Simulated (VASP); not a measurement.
Runs of VASP 6.6.1 on Ba. It takes space group Im-3m (No. 229, cubic). The conventional cell has a = 4.893 Å, b = 4.893 Å, c = 4.893 Å, α = 90.00°, β = 90.00°, γ = 90.00°. Ba (site symmetry m-3m) is surrounded by 8 Ba at 4.24 Å. 

| level | k mesh | cutoff (eV) | smearing | gap on the mesh (eV) | pressure (GPa) |
| --- | --- | --- | --- | --- | --- |
| PBEsol | 18 × 18 × 18 | 520 | gaussian 0.1 eV | none | 0.0 |
| PBEsol | 12 × 12 × 12 | 520 | gaussian 0.5 eV | none | 0.1 |
| PBEsol | 12 × 12 × 12 | 700 | gaussian 0.1 eV | none | 0.0 |
| r2SCAN | 12 × 12 × 12 | 520 | gaussian 0.1 eV | none | (a) |
| PBEsol | 12 × 12 × 12 | 900 | gaussian 0.1 eV | none | 0.0 |

Alike in all rows: task single point; potentials or basis VASP PAW PBE potentials, release 64 (Ba_sv); no spin polarisation; cell as given.

Task: Estimate the missing entries.

Result: (a) 1.1.

Caveats: the PAW data sets were made with another functional, which shifts forces and pressure a little.

A k mesh can miss the band edges, and the runs leave out spin-orbit coupling on Ba.

A gap of «none» marks a metal or a gap under the smearing width.

Not every run made on this cell is shown here.
